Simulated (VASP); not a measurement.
Data:

```
CELL_PARAMETERS angstrom
      0.00000     2.73880     2.73880
      2.73880     0.00000     2.73880
      2.73880     2.73880     0.00000
ATOMIC_POSITIONS crystal
  Ba 0.00000 0.00000 0.00000
  O  0.50000 0.50000 0.50000
```

The numbers are results of PBEsol GGA, VASP's PBE PAW potentials (set 64) (plane waves; VASP), not measurements. Settings: 520 eV cut-off, 8×8×8 Γ-centred mesh, Gaussian smearing of 0.050 eV, potentials Ba_sv O.

Unless said otherwise, spin-orbit coupling is left out, though it shifts the bands of the heavy elements here.

**Question.** Estimate the energy per atom (σ→0), pressure, band gap (on the k-mesh) with the smallest direct gap where there is one.

**Answer.** 
```json
{
 "band gap (on the k-mesh)": "1.74 eV",
 "smallest direct gap (on the k-mesh)": "1.74 eV",
 "energy per atom (σ→0)": "-6.195 eV/atom",
 "pressure": "2.51 GPa"
}
```

Total energies compare only between runs with the same potentials, cut-off and functional.

The compound is BaO in the rock salt structure. This cell is one point of a volume scan, at 0.97 of the reference volume.
